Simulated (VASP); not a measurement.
**Hf2Pt: structure and properties in VASP**

What structure does Hf2Pt take at this level, and what are its properties? The steps: first try, relaxing cell and atoms (vdW-DF), second relaxation, density, ELF and potential (vdW-DF), band structure (vdW-DF), total and projected DOS (vdW-DF) and elastic constants (vdW-DF). The cell is invented: other elements were put on sites of a known structure type. It may not be a known or stable phase.

Program: VASP 6.6.1. Level of theory: vdW-DF; plane waves and PAW (Hf_pv, Pt); invented cell. Results are calculated unless marked as measured.

### Step 1. The starting structure

Before any relaxation, the start is as follows. It takes space group P6/mmm (No. 191, hexagonal). The conventional cell has a = 3.687 Å, b = 3.687 Å, c = 4.211 Å, α = 90.00°, β = 90.00°, γ = 120.00°. Nearest to Hf lie 3 Hf at 2.13 Å and 6 Pt at 2.99 Å. Pt has 12 Hf at 2.99 Å nearest. Farther neighbours are not listed.

### Step 2. First try

This run is made with a changed input; what comes of it follows.

The input, INCAR:

```
SYSTEM = Hf2Pt
PREC = Accurate
ENCUT = 400
EDIFF = 1E-06
NELM = 91
ISMEAR = 1
SIGMA = 0.2
LREAL = .FALSE.
ALGO = Damped
GGA = RE
AGGAC = 0
LUSE_VDW = .TRUE.
LASPH = .TRUE.
LORBIT = 11
LWAVE = .FALSE.
LCHARG = .FALSE.
IBRION = 2
NSW = 30
ISIF = 3
EDIFFG = -0.01
TIME = 8
```

The input, POSCAR:

```
Hf2Pt
1.0
    3.6872167900      0.0000000000      0.0000000000
   -1.8436084000      3.1932234100      0.0000000000
    0.0000000000      0.0000000000      4.2107168800
Hf Pt
2 1
Direct
    0.3333333300      0.6666666700      0.5000000000
    0.6666666700      0.3333333300      0.5000000000
    0.0000000000      0.0000000000      0.0000000000
```

The input, KPOINTS:

```
Automatic mesh
0
Gamma
6 6 5
0 0 0
```

PAW data sets: Hf_pv and Pt (PBE family, release 64).

The run is started by

```console
$ mpirun -np 1 vasp_std
```

The log of the run:

```text
[banner, memory and clock lines left out]
running    1 mpi-ranks, on    1 nodes
[...]
|                                                                             |
|               ----> ADVICE to this user running VASP <----                  |
|                                                                             |
|     You have switched on vdW-DFT.                                           |
|     This routine was written and supplied by Jiri Klimes. We recommend      |
|     that you carefully read and cite the following publications:            |
|       J. Klimes, D.R. Bowler, A. Michelides                                 |
|          J. Phys.: Cond Matt. 22 022201 (2010)                              |
|       J. Klimes, D.R. Bowler, A. Michelides                                 |
|          Phys. Rev. B. 83, 195131 (2011)                                    |
|     and references therein.                                                 |
|                                                                             |

|                                                                             |
|               ----> ADVICE to this user running VASP <----                  |
|                                                                             |
|     You enforced a specific xc type in the INCAR file but a different       |
|     [... a line on the potential file left out ...]
|     I HOPE YOU KNOW WHAT YOU ARE DOING!                                     |
|                                                                             |

 LDA part: xc-table for (Slater+PW92), standard interpolation
 POSCAR, INCAR and KPOINTS ok, starting setup
[...]
entering main loop
       N       E                     dE             d eps       ncg     rms           ort
DAV:   1     0.177063693903E+03    0.17706E+03   -0.14540E+04   399   0.130E+03
DAV:   2     0.164404417619E+02   -0.16062E+03   -0.15602E+03   399   0.335E+02
DAV:   3    -0.345811640731E+01   -0.19899E+02   -0.18757E+02   399   0.956E+01
DAV:   4    -0.742773816281E+01   -0.39696E+01   -0.36380E+01   399   0.359E+01
[...]
DMP:  89     0.269311736131E+03    0.23899E+02   -0.70545E+03   399   0.742E+02  -0.421E+02
DMP:  90     0.247672575588E+03   -0.21639E+02   -0.53052E+03   399   0.552E+02  -0.335E+02
DMP:  91     0.263664195268E+03    0.15992E+02   -0.65147E+03   399   0.680E+02  -0.402E+02
 final diagonalization occupied
|                                                                             |
|           W    W    AA    RRRRR   N    N  II  N    N   GGGG   !!!           |
|           W    W   A  A   R    R  NN   N  II  NN   N  G    G  !!!           |
|           W    W  A    A  R    R  N N  N  II  N N  N  G       !!!           |
|           W WW W  AAAAAA  RRRRR   N  N N  II  N  N N  G  GGG   !            |
|           WW  WW  A    A  R   R   N   NN  II  N   NN  G    G                |
|           W    W  A    A  R    R  N    N  II  N    N   GGGG   !!!           |
|                                                                             |
|     The electronic self-consistency was not achieved in the given           |
|     number of steps (NELM). The forces and other quantities evaluated       |
|     might not be reliable so examine the results carefully. If you find     |
|     spurious results, we suggest increasing NELM, if you were close to      |
|     convergence or switching to a different ALGO or adjusting the           |
|     density mixing parameters otherwise.                                    |
|                                                                             |

   1 F= 0.26366420E+03 E0= 0.26366420E+03  d E =0.263664E+03
[...]
wavefunctions rotated
       N       E                     dE             d eps       ncg     rms           ort
SDA:   1     0.161179964607E+04    0.13641E+04   -0.45676E+05   399   0.571E+04   0.000E+00
 hard stop encountered!  aborting job ...
|                                                                             |
|           W    W    AA    RRRRR   N    N  II  N    N   GGGG   !!!           |
|           W    W   A  A   R    R  NN   N  II  NN   N  G    G  !!!           |
|           W    W  A    A  R    R  N N  N  II  N N  N  G       !!!           |
|           W WW W  AAAAAA  RRRRR   N  N N  II  N  N N  G  GGG   !            |
|           WW  WW  A    A  R   R   N   NN  II  N   NN  G    G                |
|           W    W  A    A  R    R  N    N  II  N    N   GGGG   !!!           |
|                                                                             |
|     The electronic self-consistency was not achieved in the given           |
|     number of steps (NELM). The forces and other quantities evaluated       |
|     might not be reliable so examine the results carefully. If you find     |
|     spurious results, we suggest increasing NELM, if you were close to      |
|     convergence or switching to a different ALGO or adjusting the           |
|     density mixing parameters otherwise.                                    |
|                                                                             |

 soft stop encountered!  aborting job ...
   2 F= 0.16117996E+04 E0= 0.16117999E+04  d E =-.685793E-03
 deleting file STOPCAR
```

The job ended after 4.1 min (1 MPI rank of AMD EPYC 7R43, shared host; peak memory 0.26 GiB).

Lines that name or quote the potential files are left out of all logs, and their timing lines are given in words.

The run was stopped at its time limit, by a STOPCAR file.

By then 1 ionic step had been finished.

The fault in the input: damping step far too long (ALGO = "Damped" and TIME = 8.0). Lower TIME to 0.4 or under.

### Step 3. Relaxing cell and atoms (vdW-DF)

The start need not lie at this functional's minimum. ISIF = 3 frees volume, shape and positions, and EDIFFG sets the threshold on forces and stress at which the search stops.

The input, INCAR:

```
SYSTEM = Hf2Pt
PREC = Accurate
ENCUT = 400
EDIFF = 1E-06
NELM = 100
ISMEAR = 1
SIGMA = 0.2
LREAL = .FALSE.
ALGO = Normal
GGA = RE
AGGAC = 0
LUSE_VDW = .TRUE.
LASPH = .TRUE.
LORBIT = 11
LWAVE = .FALSE.
LCHARG = .FALSE.
IBRION = 2
NSW = 60
ISIF = 3
EDIFFG = -0.01
```

POSCAR is that of step 2.

KPOINTS is that of step 2.

The run is started by

```console
$ mpirun -np 1 vasp_std
```

The log of the run:

```text
[banner, memory and clock lines left out]
running    1 mpi-ranks, on    1 nodes
 distrk:  each k-point on    1 cores,    1 groups
 distr:  one band on    1 cores,    1 groups

 POSCAR found type information on POSCAR HfPt
 POSCAR found :  2 types and       3 ions
 [... a notice as in an earlier step ...]

 [... a notice as in an earlier step ...]

 LDA part: xc-table for (Slater+PW92), standard interpolation
 POSCAR, INCAR and KPOINTS ok, starting setup
 FFT: planning ... GRIDC
 FFT: planning ... GRID_SOFT
 FFT: planning ... GRID
 WAVECAR not read
 entering main loop
       N       E                     dE             d eps       ncg     rms          rms(c)
DAV:   1     0.133033058182E+03    0.13303E+03   -0.14870E+04   886   0.126E+03
DAV:   2    -0.339402600303E+01   -0.13643E+03   -0.13165E+03   956   0.313E+02
DAV:   3    -0.933618903644E+01   -0.59422E+01   -0.56667E+01  1040   0.462E+01
DAV:   4    -0.943280599211E+01   -0.96617E-01   -0.96212E-01   958   0.618E+00
DAV:   5    -0.943477111135E+01   -0.19651E-02   -0.19643E-02  1040   0.799E-01    0.914E+01
DAV:   6    -0.993773331497E+01   -0.50296E+00   -0.56505E+01   871   0.384E+01    0.344E+01
DAV:   7    -0.817938908803E+01    0.17583E+01   -0.36344E+01   890   0.332E+01    0.347E+01
DAV:   8    -0.691205176311E+01    0.12673E+01   -0.74002E+00   850   0.145E+01    0.454E+00
DAV:   9    -0.692251249299E+01   -0.10461E-01   -0.15480E-01   904   0.242E+00    0.329E+00
DAV:  10    -0.692607934090E+01   -0.35668E-02   -0.28975E-02   919   0.851E-01    0.729E-01
DAV:  11    -0.692275649144E+01    0.33228E-02   -0.17100E-02   894   0.696E-01    0.372E-01
DAV:  12    -0.692274542559E+01    0.11066E-04   -0.51902E-04   900   0.154E-01    0.212E-01
DAV:  13    -0.692273579469E+01    0.96309E-05   -0.51832E-05   968   0.458E-02    0.107E-01
DAV:  14    -0.692273150559E+01    0.42891E-05   -0.13845E-05   945   0.204E-02    0.621E-02
DAV:  15    -0.692273110977E+01    0.39582E-06   -0.42922E-06   885   0.133E-02
   1 F= -.69227311E+01 E0= -.69222738E+01  d E =-.692273E+01
 curvature:   0.00 expect dE= 0.000E+00 dE for cont linesearch  0.000E+00
 trial: gam= 0.00000 g(F)=  0.171E-44 g(S)=  0.365E+02 ort = 0.000E+00 (trialstep = 0.100E+01)
 search vector abs. value=  0.365E+02
 bond charge predicted
       N       E                     dE             d eps       ncg     rms          rms(c)
DAV:   1    -0.136990132157E+03   -0.13007E+03   -0.40249E+03   798   0.450E+02    0.135E+02
DAV:   2    -0.411307596269E+02    0.95859E+02   -0.25922E+02   829   0.115E+02    0.500E+01
DAV:   3    -0.131885919044E+02    0.27942E+02   -0.66402E+01   985   0.417E+01    0.406E+01
DAV:   4    -0.149680980698E+02   -0.17795E+01   -0.37615E+01  1024   0.325E+01    0.200E+01
DAV:   5    -0.107972390439E+02    0.41709E+01   -0.10183E+01   903   0.162E+01    0.126E+01
DAV:   6    -0.116463763579E+02   -0.84914E+00   -0.15958E+01  1212   0.135E+01    0.137E+01
DAV:   7    -0.105406359679E+02    0.11057E+01   -0.14264E+01  1054   0.127E+01    0.431E+00
DAV:   8    -0.103244684691E+02    0.21617E+00   -0.94152E-01  1048   0.439E+00    0.150E+00
DAV:   9    -0.103415245027E+02   -0.17056E-01   -0.52701E-02  1051   0.103E+00    0.126E+00
DAV:  10    -0.103160695368E+02    0.25455E-01   -0.21162E-01  1132   0.169E+00    0.448E-01
DAV:  11    -0.103145425997E+02    0.15269E-02   -0.95354E-03  1006   0.453E-01    0.222E-01
DAV:  12    -0.103145722274E+02   -0.29628E-04   -0.52482E-04  1190   0.969E-02    0.178E-01
DAV:  13    -0.103142729565E+02    0.29927E-03    0.83473E-04  1094   0.713E-02    0.915E-02
DAV:  14    -0.103141828190E+02    0.90138E-04    0.13065E-05  1132   0.592E-02    0.315E-02
DAV:  15    -0.103141702720E+02    0.12547E-04    0.18338E-05  1171   0.198E-02    0.118E-02
DAV:  16    -0.103141685828E+02    0.16891E-05   -0.45700E-06  1046   0.115E-02    0.317E-03
DAV:  17    -0.103141683820E+02    0.20083E-06   -0.61493E-07   491   0.399E-03
   2 F= -.10314168E+02 E0= -.10312159E+02  d E =-.339144E+01
[... from here on, the cycles between the ionic steps are left out ...]
   3 F= -.13418381E+02 E0= -.13412124E+02  d E =-.649565E+01
   4 F= -.13424475E+02 E0= -.13419019E+02  d E =-.650174E+01
   5 F= -.13423622E+02 E0= -.13419541E+02  d E =-.650089E+01
   6 F= -.15358489E+02 E0= -.15358808E+02  d E =-.193487E+01
   7 F= -.15879975E+02 E0= -.15876153E+02  d E =-.245635E+01
   8 F= -.14783582E+02 E0= -.14783571E+02  d E =-.135996E+01
   9 F= -.16032503E+02 E0= -.16030138E+02  d E =-.260888E+01
  10 F= -.16065509E+02 E0= -.16067740E+02  d E =-.264189E+01
  11 F= -.16072401E+02 E0= -.16073497E+02  d E =-.264878E+01
  12 F= -.16050044E+02 E0= -.16049773E+02  d E =0.223567E-01
  13 F= -.16105545E+02 E0= -.16107501E+02  d E =-.331436E-01
  14 F= -.16105507E+02 E0= -.16106888E+02  d E =0.375431E-04
 trial-energy change:    0.000038  1 .order   -0.000117   -0.010596    0.010363
 step:   0.4422(harm=  0.4520)  dis= 0.00000  next Energy=   -16.108146 (dE=-0.260E-02)
 bond charge predicted
       N       E                     dE             d eps       ncg     rms          rms(c)
DAV:   1    -0.161263840330E+02   -0.20877E-01   -0.47156E-01   798   0.542E+00    0.181E+00
DAV:   2    -0.161164936627E+02    0.98904E-02   -0.12054E-01   833   0.223E+00    0.830E-01
DAV:   3    -0.161094413538E+02    0.70523E-02   -0.41939E-02   887   0.115E+00    0.290E-01
DAV:   4    -0.161081561855E+02    0.12852E-02   -0.47527E-03   837   0.477E-01    0.190E-01
DAV:   5    -0.161081282496E+02    0.27936E-04   -0.20788E-04   990   0.861E-02    0.138E-01
DAV:   6    -0.161081330575E+02   -0.48079E-05   -0.39408E-05   963   0.374E-02    0.179E-02
DAV:   7    -0.161081327546E+02    0.30287E-06   -0.45370E-06   804   0.145E-02
  15 F= -.16108133E+02 E0= -.16109850E+02  d E =-.258801E-02
 curvature:  -0.23 expect dE=-0.404E-06 dE for cont linesearch -0.746E-10
 trial: gam= 0.00144 g(F)=  0.224E-43 g(S)=  0.176E-05 ort = 0.198E-05 (trialstep = 0.804E+00)
 search vector abs. value=  0.179E-05
 reached required accuracy - stopping structural energy minimisation
```

The job ended after 8.8 min (1 MPI rank; peak memory 0.28 GiB).

From OUTCAR (step 3):

```text
ion  position               nearest neighbor table
   1  0.333  0.667  0.500-   2 2.13   2 2.13   2 2.13   3 2.99   3 2.99   3 2.99   3 2.99   3 2.99
                             3 2.99
   2  0.667  0.333  0.500-   1 2.13   1 2.13   1 2.13   3 2.99   3 2.99   3 2.99   3 2.99   3 2.99
                             3 2.99
   3  0.000  0.000  0.000-   1 2.99   2 2.99   1 2.99   2 2.99   2 2.99   2 2.99   1 2.99   1 2.99
                             2 2.99   2 2.99   1 2.99   1 2.99

  LATTYP: Found a hexagonal cell.
 ALAT       =     3.6872167900
 C/A-ratio  =     1.1419770303

 Subroutine GETGRP returns: Found 24 space group operations
 (whereof 24 operations were pure point group operations)

The static configuration has the point symmetry D_6h.

 Found     21 irreducible k-points:

   k-points           NKPTS =     21   k-points in BZ     NKDIM =     21   number of bands    NBANDS=     19

   dimension x,y,z NGX =    24 NGY =   24 NGZ =   28
   dimension x,y,z NGXF=    48 NGYF=   48 NGZF=   56

   ENCUT  =  400.0 eV  29.40 Ry    5.42 a.u.   6.01  6.01  6.87*2*pi/ulx,y,z

   NELECT =      30.0000    total number of electrons

 k-points in reciprocal lattice and weights: Automatic mesh
   0.00000000  0.00000000  0.00000000       0.006
   0.16666667 -0.00000000  0.00000000       0.033
   0.33333333 -0.00000000  0.00000000       0.033
   0.50000000 -0.00000000  0.00000000       0.017
   0.16666667  0.16666667  0.00000000       0.033
   0.33333333  0.16666667  0.00000000       0.067
   0.33333333  0.33333333  0.00000000       0.011
   0.00000000  0.00000000  0.20000000       0.011
   0.16666667 -0.00000000  0.20000000       0.067
[...]
0.33333333  0.16666667  0.40000000       0.133
   0.33333333  0.33333333  0.40000000       0.022

 average (electrostatic) potential at core
       1 -35.9168       2 -35.9168       3 -67.6936

 E-fermi :   6.8580

 k-point     1 :       0.0000    0.0000    0.0000
  band No.  band energies     occupation
    ...
     12       4.8083      2.00000
     13       5.4684      2.00000
     14       5.4684      2.00000
     15       5.5565      2.00000
     16       5.7193      2.00000
     17       7.5725     -0.00001
     18       7.5725     -0.00001
     19      10.1696     -0.00000

 k-point     2 :       0.1667   -0.0000    0.0000
  band No.  band energies     occupation
    ...
     12       4.7848      2.00000
     13       4.8109      2.00000
     14       5.5600      2.00000
     15       5.6553      2.00000
     16       5.8550      2.00000
     17       7.4002     -0.00086
     18       7.5295     -0.00002
     19      10.2131     -0.00000

 k-point     3 :       0.3333   -0.0000    0.0000
  band No.  band energies     occupation
    ...
     12       4.7390      2.00000
     13       4.8313      2.00000
     14       5.6644      2.00000
     15       5.7838      2.00000
     16       6.0776      2.00000
     17       7.2594     -0.01563
     18       7.3892     -0.00112
     19      10.2981     -0.00000

Total vdW correction in eV:      3.9510957

  Total       -0.0072069     -0.0072069      0.0023097      0.0000000      0.0000000     -0.0000000
  in kB       -0.1992178     -0.1992178      0.0638475      0.0000000      0.0000000     -0.0000000
  external PRESSURE =      -0.1115294 kB  Pullay stress =       0.0000000 kB

  energy-cutoff  :      400.00
  volume of cell :       57.96
      direct lattice vectors                 reciprocal lattice vectors
     4.831304373 -0.000000002  0.000000000     0.206983440  0.119501945 -0.000000000
    -2.415652195  4.184032323 -0.000000000     0.000000000  0.239003890  0.000000000
     0.000000000 -0.000000000  2.867270512    -0.000000000 -0.000000000  0.348763744

 POSITION                                       TOTAL-FORCE (eV/Angst)
 -----------------------------------------------------------------------------------
     -0.00000      2.78935      1.43364        -0.000000     -0.000000      0.000000
      2.41565      1.39468      1.43364         0.000000      0.000000     -0.000000
      0.00000      0.00000      0.00000         0.000000      0.000000     -0.000000
 -----------------------------------------------------------------------------------
    total drift:                                0.000000     -0.000000     -0.000000

  FREE ENERGIE OF THE ION-ELECTRON SYSTEM (eV)
  ---------------------------------------------------
  free  energy   TOTEN  =       -16.1081327546 eV

  energy  without entropy=      -16.1132846329  energy(sigma->0) =      -16.10985005

Total vdW correction in eV:      3.9510934

 reached required accuracy - stopping structural energy minimisation

 total charge
# of ion       s       p       d       tot
------------------------------------------
    1        0.371   6.336   1.741   8.448
    2        0.371   6.336   1.741   8.448
    3        0.668   0.583   7.925   9.175
--------------------------------------------------
tot          1.411  13.254  11.406  26.071

[... 3 further parts left out ...]
```

CONTCAR:

```
Hf2Pt
   1.00000000000000
     4.8313043734175043   -0.0000000018353622    0.0000000000000000
    -2.4156521948496472    4.1840323228787479   -0.0000000000000000
     0.0000000000000000   -0.0000000000000000    2.8672705116393211
  Hf              Pt
     2     1
Direct
     0.3333333300000021    0.6666666699999979    0.5000000000000000
     0.6666666699999979    0.3333333300000021    0.5000000000000000
     0.0000000000000000    0.0000000000000000    0.0000000000000000
```

The k-mesh is coarse for a metal. Harder data sets than Hf_pv exist (the GW ones), and pressures, volumes and forces can shift noticeably with them. The PAW data sets were made with PBE, which is usual practice but a small mismatch for other functionals. After so large a change of volume the plane waves of the start cell no longer fit, so the final stress carries a basis-set error. The run keeps the 24 symmetry operations of its start, so it cannot find a distortion of lower symmetry.

Relaxation path:

```csv
step,energy less that of the first step (eV),largest force (eV/Å),pressure (GPa),volume (Å³)
1,0.0000,0.0000,65.70,49.58
2,-3.3914,0.0000,-24.76,106.16
3,-6.4957,0.0000,-11.14,76.75
4,-6.5017,0.0000,-10.54,75.87
5,-6.5009,0.0000,-9.82,74.89
6,-8.4358,0.0000,-7.42,63.69
7,-8.9572,0.0000,-2.24,59.28
8,-7.8609,0.0000,32.86,50.15
9,-9.1098,0.0000,1.14,57.48
10,-9.1428,0.0000,5.91,55.65
11,-9.1497,0.0000,4.35,56.18
12,-9.1273,0.0000,-2.29,59.28
13,-9.1828,0.0000,1.12,57.51
14,-9.1828,0.0000,-1.10,58.42
15,-9.1854,0.0000,-0.01,57.96
```

```csv
cell as run,before,after,change
a (Å),3.687,4.831,+31.0 %
b (Å),3.687,4.831,+31.0 %
c (Å),4.211,2.867,-31.9 %
volume (Å³/atom),16.53,19.32,+16.9 %
```

Final coordinates:

```
Hf Pt
1.0
     4.83130    0.00000    0.00000
    -2.41565    4.18403    0.00000
     0.00000    0.00000    2.86727
Hf Pt
2 1
Direct
  0.33333 0.66667 0.50000
  0.66667 0.33333 0.50000
  0.00000 0.00000 0.00000
```

This step gave:

| Property | Result |
| --- | --- |
| electrons | 30 |
| bands | 19 |
| irreducible k-points | 21 |
| symmetry operations | 24 |
| free energy (TOTEN) | -16.11 eV |
| energy at zero smearing | -16.11 eV |
| Fermi energy | 6.858 eV |
| pressure | -0.01115 GPa |
| metallic | yes |
| SCF cycles over all ionic steps | 154 |

It ends with forces that vanish by symmetry and a pressure of -0.01 GPa.

(Continued in part 2 of 3.)

[Lines on the potential files, build, host, timing and source positions are cut from VASP's logs without a mark.]

[Logs are printed without paths, hosts, clocks, repeated set-up lines and the standing remarks that a program may print on its own settings, such as how far it seeks lower states.]

[Hosts, paths, dates, database ids (printed as entryN), source tags and the programs' standing remarks are cut or masked in the printed files.]

[A measured line is paired with the nearest computed mode of its activity, which favours agreement.]
